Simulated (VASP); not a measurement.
Level of theory: r2SCAN meta-GGA, VASP's PBE PAW potentials (set 64) (plane waves; VASP 6.6.1).

Input for VASP

### INCAR
```
ALGO = Normal
EDIFF = 1E-6
EDIFFG = -0.01
ENCUT = 400
IBRION = 2
ISIF = 3
ISMEAR = 1
LASPH = .TRUE.
LCHARG = .FALSE.
LMAXMIX = 4
LMIXTAU = .TRUE.
LREAL = .FALSE.
LWAVE = .FALSE.
METAGGA = R2SCAN
NELM = 100
NSW = 60
PREC = Accurate
SIGMA = 0.1
SYSTEM = Se
```

**KPOINTS**
```
K-points
0
Gamma
 10 10 9
0 0 0
```

File POSCAR:
```
Se
1
    3.6655626980     0.0000000000     0.0000000000
   -1.8327813490     3.1744698997    -0.0000000000
    0.0000000000     0.0000000000     3.8077859025
Se
2
Direct
  0.3333330000   0.6666670000   0.2500000000
  0.6666670000   0.3333330000   0.7500000000
```

POTCAR, in this order: Se (PBE.64 set). Program: vasp_std.

What VASP printed:

File OSZICAR:
```
       N       E                     dE             d eps       ncg     rms          rms(c)
DAV:   1     0.239443417849E+02    0.23944E+02   -0.48768E+03  1400   0.861E+02
DAV:   2    -0.281641787027E+02   -0.52109E+02   -0.50947E+02  2246   0.146E+02
DAV:   3    -0.301964196315E+02   -0.20322E+01   -0.20151E+01  1642   0.341E+01
DAV:   4    -0.302085579993E+02   -0.12138E-01   -0.12133E-01  1626   0.298E+00
DAV:   5    -0.302086232912E+02   -0.65292E-04   -0.65287E-04  1586   0.209E-01    0.497E+00
DAV:   6    -0.275997905835E+02    0.26088E+01   -0.26784E-01  1434   0.510E+00    0.347E+00
DAV:   7    -0.271955027421E+02    0.40429E+00   -0.59210E-01  1496   0.588E+00    0.192E+00
DAV:   8    -0.276915141473E+02   -0.49601E+00   -0.30289E-01  1468   0.464E+00    0.152E-01
DAV:   9    -0.276919278950E+02   -0.41375E-03   -0.22644E-02  1534   0.130E+00    0.105E-01
DAV:  10    -0.276980259390E+02   -0.60980E-02   -0.19352E-03  1452   0.512E-01    0.918E-02
DAV:  11    -0.276957115379E+02    0.23144E-02   -0.27397E-04  1464   0.223E-01    0.124E-01
DAV:  12    -0.277001808947E+02   -0.44694E-02   -0.22012E-03  1408   0.435E-01    0.172E-02
DAV:  13    -0.277001130118E+02    0.67883E-04   -0.54859E-05  1588   0.739E-02    0.150E-02
DAV:  14    -0.277001073114E+02    0.57005E-05   -0.19826E-06  1488   0.146E-02    0.524E-03
DAV:  15    -0.277000570934E+02    0.50218E-04   -0.85406E-06  1454   0.228E-02    0.107E-02
DAV:  16    -0.277000744099E+02   -0.17316E-04   -0.10662E-06   878   0.131E-02    0.587E-03
DAV:  17    -0.277000406011E+02    0.33809E-04   -0.15067E-06   756   0.104E-02    0.153E-03
DAV:  18    -0.277000445506E+02   -0.39495E-05   -0.11577E-07   742   0.284E-03    0.927E-04
DAV:  19    -0.277000443169E+02    0.23370E-06   -0.13672E-08   722   0.147E-03
   1 F= -.27700044E+02 E0= -.27700068E+02  d E =-.277000E+02
       N       E                     dE             d eps       ncg     rms          rms(c)
DAV:   1    -0.277014443292E+02   -0.13998E-02   -0.59832E-02  1404   0.172E+00    0.259E-01
DAV:   2    -0.277005712451E+02    0.87308E-03   -0.16607E-03  1448   0.346E-01    0.133E-01
DAV:   3    -0.277003315607E+02    0.23968E-03   -0.11632E-03  1430   0.254E-01    0.339E-02
DAV:   4    -0.277003125567E+02    0.19004E-04   -0.14775E-05  1532   0.400E-02    0.306E-02
DAV:   5    -0.277004081154E+02   -0.95559E-04   -0.11882E-05  1416   0.465E-02    0.435E-03
DAV:   6    -0.277002826699E+02    0.12545E-03   -0.18471E-05  1406   0.567E-02    0.251E-03
DAV:   7    -0.277003212170E+02   -0.38547E-04   -0.13917E-06   864   0.145E-02    0.127E-03
DAV:   8    -0.277003171447E+02    0.40723E-05   -0.44584E-08   718   0.228E-03    0.982E-04
DAV:   9    -0.277003251009E+02   -0.79562E-05   -0.89151E-08   704   0.358E-03    0.285E-04
DAV:  10    -0.277003228561E+02    0.22448E-05   -0.71161E-09   700   0.938E-04    0.104E-04
DAV:  11    -0.277003242825E+02   -0.14264E-05   -0.13846E-09   700   0.443E-04    0.861E-05
DAV:  12    -0.277003229086E+02    0.13739E-05   -0.43862E-10   700   0.252E-04    0.435E-05
DAV:  13    -0.277003239014E+02   -0.99281E-06   -0.34869E-10   700   0.206E-04
   2 F= -.27700324E+02 E0= -.27700328E+02  d E =-.279584E-03
       N       E                     dE             d eps       ncg     rms          rms(c)
DAV:   1    -0.277005726691E+02   -0.24976E-03   -0.71914E-03  1404   0.594E-01    0.892E-02
DAV:   2    -0.277004869483E+02    0.85721E-04   -0.20230E-04  1444   0.120E-01    0.462E-02
DAV:   3    -0.277004131327E+02    0.73816E-04   -0.14002E-04  1428   0.881E-02    0.115E-02
DAV:   4    -0.277004350687E+02   -0.21936E-04   -0.17119E-06  1086   0.139E-02    0.100E-02
DAV:   5    -0.277003930879E+02    0.41981E-04   -0.15926E-06   974   0.167E-02    0.107E-03
DAV:   6    -0.277004474428E+02   -0.54355E-04   -0.22702E-06  1268   0.192E-02    0.561E-04
DAV:   7    -0.277004360263E+02    0.11416E-04   -0.16842E-07   704   0.467E-03    0.294E-04
DAV:   8    -0.277004374508E+02   -0.14245E-05   -0.62927E-09   700   0.844E-04    0.222E-04
DAV:   9    -0.277004339446E+02    0.35062E-05   -0.15018E-08   700   0.152E-03    0.884E-05
DAV:  10    -0.277004350147E+02   -0.10701E-05   -0.99606E-10   700   0.352E-04    0.417E-05
DAV:  11    -0.277004344303E+02    0.58434E-06   -0.17748E-10   700   0.156E-04
   3 F= -.27700434E+02 E0= -.27700445E+02  d E =-.390113E-03
       N       E                     dE             d eps       ncg     rms          rms(c)
DAV:   1    -0.277004347113E+02    0.30335E-06   -0.10185E-05  1388   0.224E-02    0.336E-03
DAV:   2    -0.277004349667E+02   -0.25541E-06   -0.27924E-07   700   0.457E-03
   4 F= -.27700435E+02 E0= -.27700446E+02  d E =-.390650E-03
       N       E                     dE             d eps       ncg     rms          rms(c)
DAV:   1    -0.277004492948E+02   -0.14583E-04   -0.60443E-03  1404   0.544E-01    0.819E-02
DAV:   2    -0.277003790077E+02    0.70287E-04   -0.17248E-04  1450   0.111E-01    0.423E-02
DAV:   3    -0.277003124210E+02    0.66587E-04   -0.11937E-04  1422   0.812E-02    0.107E-02
DAV:   4    -0.277003332862E+02   -0.20865E-04   -0.14582E-06  1028   0.129E-02    0.931E-03
DAV:   5    -0.277002925018E+02    0.40784E-04   -0.15235E-06   936   0.163E-02    0.903E-04
DAV:   6    -0.277003451736E+02   -0.52672E-04   -0.21339E-06  1188   0.186E-02    0.522E-04
DAV:   7    -0.277003342165E+02    0.10957E-04   -0.15914E-07   700   0.436E-03    0.288E-04
DAV:   8    -0.277003352088E+02   -0.99231E-06   -0.63477E-09   700   0.832E-04
   5 F= -.27700335E+02 E0= -.27700353E+02  d E =-.290892E-03
       N       E                     dE             d eps       ncg     rms          rms(c)
DAV:   1    -0.277005377179E+02   -0.20350E-03   -0.56442E-03  1404   0.527E-01    0.791E-02
DAV:   2    -0.277004465196E+02    0.91198E-04   -0.15661E-04  1444   0.106E-01    0.409E-02
DAV:   3    -0.277004458091E+02    0.71046E-06   -0.10982E-04  1428   0.776E-02    0.103E-02
DAV:   4    -0.277004319890E+02    0.13820E-04   -0.12870E-06   960   0.122E-02    0.896E-03
DAV:   5    -0.277004674521E+02   -0.35463E-04   -0.14569E-06   918   0.159E-02    0.847E-04
DAV:   6    -0.277004210228E+02    0.46429E-04   -0.20510E-06  1124   0.183E-02    0.506E-04
DAV:   7    -0.277004322012E+02   -0.11178E-04   -0.15222E-07   704   0.416E-03    0.285E-04
DAV:   8    -0.277004315670E+02    0.63422E-06   -0.62588E-09   700   0.822E-04
   6 F= -.27700432E+02 E0= -.27700443E+02  d E =-.387250E-03
       N       E                     dE             d eps       ncg     rms          rms(c)
DAV:   1    -0.277004708132E+02   -0.38612E-04   -0.11679E-03  1458   0.237E-01    0.210E-02
DAV:   2    -0.277004559870E+02    0.14826E-04   -0.27403E-05  1476   0.413E-02    0.116E-02
DAV:   3    -0.277004664374E+02   -0.10450E-04   -0.13476E-05  1448   0.318E-02    0.308E-03
DAV:   4    -0.277004627223E+02    0.37151E-05   -0.29245E-07   826   0.592E-03    0.273E-03
DAV:   5    -0.277004725847E+02   -0.98624E-05   -0.16137E-07   712   0.431E-03    0.861E-04
DAV:   6    -0.277004587597E+02    0.13825E-04   -0.28347E-07   702   0.588E-03    0.284E-04
DAV:   7    -0.277004604508E+02   -0.16911E-05   -0.17140E-08   700   0.155E-03    0.165E-04
DAV:   8    -0.277004599022E+02    0.54864E-06   -0.16587E-09   700   0.409E-04
   7 F= -.27700460E+02 E0= -.27700459E+02  d E =-.283352E-04
```

**OUTCAR**
```
------------------------ aborting loop because EDIFF is reached ----------------------------------------
  FORCE on cell =-STRESS in cart. coord.  units (eV):
  Direction    XX          YY          ZZ          XY          YZ          ZX
  --------------------------------------------------------------------------------------
  Total       -0.0158008     -0.0158008      0.0119874      0.0000000     -0.0000000      0.0000000
  in kB       -0.5749304     -0.5749302      0.4361750      0.0000000     -0.0000000      0.0000000
  external PRESSURE =      -0.2378952 kB  Pullay stress =       0.0000000 kB
  volume of cell :       44.03
      direct lattice vectors                 reciprocal lattice vectors
     3.657480414  0.000000000  0.000000000     0.273412264  0.157854670  0.000000000
    -1.828740207  3.167470440 -0.000000000    -0.000000000  0.315709339  0.000000000
     0.000000000  0.000000000  3.800831443    -0.000000000  0.000000000  0.263100328
 POSITION                                       TOTAL-FORCE (eV/Angst)
 -----------------------------------------------------------------------------------
     -0.00000      2.11165      0.95021         0.000000     -0.000000      0.000000
      1.82874      1.05582      2.85062        -0.000000      0.000000      0.000000
 -----------------------------------------------------------------------------------
    total drift:                               -0.000518      0.000299     -0.000168
  FREE ENERGIE OF THE ION-ELECTRON SYSTEM (eV)
  ---------------------------------------------------
  free  energy   TOTEN  =       -27.7004599022 eV

  energy  without entropy=      -27.7004568410  energy(sigma->0) =      -27.70045888

 reached required accuracy - stopping structural energy minimisation
```
(Selected blocks of OUTCAR.)

File CONTCAR:
```
Se
   1.00000000000000
     3.6574804138200898    0.0000000000000000    0.0000000000000000
    -1.8287402069100449    3.1674704396897035   -0.0000000000000000
     0.0000000000000000    0.0000000000000000    3.8008314427514400
  Se
     2
Direct
     0.3333330000000032    0.6666669999999968    0.2500000000000000
     0.6666669999999968    0.3333330000000032    0.7500000000000000
```

The structure was generated: Se was put into the hcp type (P6_3/mmc), which need not be its known phase. This run relaxes it. Symmetry was kept, so distortions that lower it aren't found. The start is the result of an earlier pass.
